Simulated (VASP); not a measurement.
Output of a VASP run:

File OSZICAR:
```
...
DAV:   5    -0.118341355234E+03    0.15751E-03   -0.58361E-03  1667   0.364E-01    0.285E-01
DAV:   6    -0.118340693813E+03    0.66142E-03   -0.36687E-03  1681   0.329E-01    0.111E-01
DAV:   7    -0.118340659933E+03    0.33880E-04   -0.57528E-04  1617   0.135E-01    0.830E-02
DAV:   8    -0.118340587054E+03    0.72880E-04   -0.20972E-04  1557   0.884E-02    0.248E-02
DAV:   9    -0.118340585055E+03    0.19987E-05   -0.30347E-05   943   0.291E-02
  10 F= -.11834059E+03 E0= -.11834372E+03  d E =-.140105E-02
       N       E                     dE             d eps       ncg     rms          rms(c)
DAV:   1    -0.118340584212E+03    0.28415E-05   -0.15289E-04  1248   0.431E-02    0.126E-02
DAV:   2    -0.118340747097E+03   -0.16288E-03   -0.62098E-04  1279   0.918E-02    0.144E-01
DAV:   3    -0.118340591417E+03    0.15568E-03   -0.76663E-04  1208   0.104E-01    0.357E-02
DAV:   4    -0.118340585336E+03    0.60808E-05   -0.19808E-05   789   0.243E-02
  11 F= -.11834059E+03 E0= -.11834372E+03  d E =-.140133E-02
       N       E                     dE             d eps       ncg     rms          rms(c)
DAV:   1    -0.118341046403E+03   -0.45499E-03   -0.34604E-01  1246   0.172E+00    0.982E-02
DAV:   2    -0.118350956688E+03   -0.99103E-02   -0.37614E-02  1626   0.717E-01    0.114E+00
DAV:   3    -0.118341295259E+03    0.96614E-02   -0.33837E-02  1651   0.702E-01    0.122E-01
DAV:   4    -0.118341277375E+03    0.17884E-04   -0.11781E-03  1449   0.178E-01    0.996E-02
DAV:   5    -0.118341311875E+03   -0.34500E-04   -0.59329E-04  1609   0.117E-01    0.104E-01
DAV:   6    -0.118341213827E+03    0.98048E-04   -0.35373E-04  1628   0.102E-01    0.316E-02
DAV:   7    -0.118341216115E+03   -0.22881E-05   -0.68691E-05  1296   0.419E-02
  12 F= -.11834122E+03 E0= -.11834439E+03  d E =-.630779E-03
       N       E                     dE             d eps       ncg     rms          rms(c)
DAV:   1    -0.118341260189E+03   -0.46362E-04   -0.23672E-01  1246   0.142E+00    0.778E-02
DAV:   2    -0.118342331111E+03   -0.10709E-02   -0.53926E-03  1496   0.297E-01    0.363E-01
DAV:   3    -0.118341600855E+03    0.73026E-03   -0.54427E-03  1579   0.287E-01    0.147E-01
DAV:   4    -0.118341442144E+03    0.15871E-03   -0.14706E-03  1651   0.186E-01    0.902E-02
DAV:   5    -0.118341435743E+03    0.64001E-05   -0.27768E-04  1530   0.791E-02    0.757E-02
DAV:   6    -0.118341392953E+03    0.42791E-04   -0.23019E-04  1465   0.791E-02    0.367E-02
DAV:   7    -0.118341392270E+03    0.68237E-06   -0.77889E-05  1252   0.475E-02
  13 F= -.11834139E+03 E0= -.11834460E+03  d E =-.806934E-03
       N       E                     dE             d eps       ncg     rms          rms(c)
DAV:   1    -0.118341456611E+03   -0.63659E-04   -0.16462E-01  1246   0.124E+00    0.696E-02
DAV:   2    -0.118341837695E+03   -0.38108E-03   -0.22792E-03  1452   0.195E-01    0.188E-01
DAV:   3    -0.118341591731E+03    0.24596E-03   -0.10818E-03  1561   0.135E-01    0.661E-02
DAV:   4    -0.118341622451E+03   -0.30721E-04   -0.49354E-04  1579   0.105E-01    0.890E-02
DAV:   5    -0.118341567978E+03    0.54473E-04   -0.18508E-04  1469   0.719E-02    0.282E-02
DAV:   6    -0.118341591991E+03   -0.24013E-04   -0.12360E-04  1393   0.582E-02    0.526E-02
DAV:   7    -0.118341567407E+03    0.24585E-04   -0.91560E-05  1052   0.504E-02    0.158E-02
DAV:   8    -0.118341565477E+03    0.19295E-05   -0.11940E-05   623   0.191E-02
  14 F= -.11834157E+03 E0= -.11834471E+03  d E =-.173207E-03
```

### OUTCAR
```
------------------------ aborting loop because EDIFF is reached ----------------------------------------
  FORCE on cell =-STRESS in cart. coord.  units (eV):
  Direction    XX          YY          ZZ          XY          YZ          ZX
  --------------------------------------------------------------------------------------
  Total       -5.1683443     -5.1683445     -0.7026905      0.0000000      0.0000000      0.0000000
  in kB      -15.7878069    -15.7878075     -2.1465175      0.0000000      0.0000000      0.0000000
  external PRESSURE =     -11.2407106 kB  Pullay stress =       0.0000000 kB
  volume of cell :      524.49
      direct lattice vectors                 reciprocal lattice vectors
     5.407646985  0.000000000  0.000000000     0.184923314 -0.106765523  0.000000000
     2.703823493  4.683159752  0.000000000     0.000000000  0.213531046  0.000000000
     0.000000000  0.000000000 20.710610781     0.000000000  0.000000000  0.048284428
 POSITION                                       TOTAL-FORCE (eV/Angst)
 -----------------------------------------------------------------------------------
      8.10770      4.68098      7.09320         0.004138      0.002389      0.003856
      5.41141      4.68098      7.09320        -0.004138      0.002389      0.003856
      6.75956      2.34593      7.09320        -0.000000     -0.004779      0.003856
      4.05574      2.34158      7.09299        -0.000000      0.000000     -0.006247
      1.35191      0.78053      9.27846        -0.000000      0.000000      0.003768
      4.05574      0.77425      9.25610        -0.000000      0.000160      0.001575
      2.69839      3.12525      9.25610         0.000139     -0.000080      0.001575
      5.41309      3.12525      9.25610        -0.000139     -0.000080      0.001575
      5.40106      1.56485     11.41972         0.001358     -0.000784      0.004465
      2.71040      1.56485     11.41972        -0.001358     -0.000784      0.004465
      6.75956      3.90263     11.45442        -0.000000      0.000000     -0.004684
      4.05573      3.89503     11.41972        -0.000000      0.001568      0.004465
      8.06959      4.65898     13.72529        -0.012344     -0.007127     -0.006624
      5.44953      4.65898     13.72529         0.012344     -0.007127     -0.006624
      6.75956      2.38994     13.72529        -0.000000      0.014254     -0.006624
      4.05574      2.34158     13.58268        -0.000000      0.000000     -0.013664
      1.35191      0.78053     14.74617        -0.000000      0.000000      0.011008
 -----------------------------------------------------------------------------------
    total drift:                                0.004313      0.002491     -0.001071
  FREE ENERGIE OF THE ION-ELECTRON SYSTEM (eV)
  ---------------------------------------------------
  free  energy   TOTEN  =      -118.3415654771 eV

  energy  without entropy=     -118.3510051384  energy(sigma->0) =     -118.34471203

 reached required accuracy - stopping structural energy minimisation
```
(Selected blocks of OUTCAR.)

### POSCAR
```
Rh16N
1
    5.4076469850     0.0000000000     0.0000000000
    2.7038234925     4.6831597521     0.0000000000
    0.0000000000     0.0000000000    20.7106107808
Rh N
16 1
Direct
  0.0000000000   0.0000000000   0.3401060000
  0.5000000000   0.0000000000   0.3401060000
  0.0000000000   0.5000000000   0.3401060000
  0.5000000000   0.5000000000   0.3401060000
  0.1666670000   0.1666670000   0.4467020000
  0.6666670000   0.1666670000   0.4467020000
  0.1666670000   0.6666670000   0.4467020000
  0.6666670000   0.6666670000   0.4467020000
 -0.1666670000   0.3333330000   0.5532980000
  0.3333330000   0.3333330000   0.5532980000
 -0.1666670000   0.8333330000   0.5532980000
  0.3333330000   0.8333330000   0.5532980000
  0.0000000000   0.0000000000   0.6598940000
  0.5000000000   0.0000000000   0.6598940000
  0.0000000000   0.5000000000   0.6598940000
  0.5000000000   0.5000000000   0.6598940000
  0.1666670000   0.1666670000   0.7219870000
```

Q: Write an INCAR and KPOINTS that could have produced this output.

A: This is not unique; one that fits is the input of the run itself, PBE GGA, plane waves, VASP's PBE PAW potentials (set 64).

KPOINTS:
```
Automatic mesh
0
Gamma
6 6 1
0 0 0
```

**INCAR**
```
ALGO = Normal
DIPOL = 0.5 0.5 0.5
EDIFF = 1E-5
EDIFFG = -0.03
ENCUT = 400
GGA = PE
IBRION = 2
IDIPOL = 3
ISIF = 2
ISMEAR = 1
LASPH = .TRUE.
LCHARG = .FALSE.
LDIPOL = .TRUE.
LMAXMIX = 4
LREAL = .FALSE.
LWAVE = .TRUE.
NELM = 100
NELMIN = 4
NSW = 50
PREC = Normal
SIGMA = 0.1
SYSTEM = Rh16N
```

POTCAR, in this order: Rh N (PBE.64 set). Program: vasp_std.

At this cut-off the stress carries a Pulay error, which pulls relaxed volumes low.

The cell is a thin slab with vacuum, built from Rh (fcc): (111) face, N adsorbed.
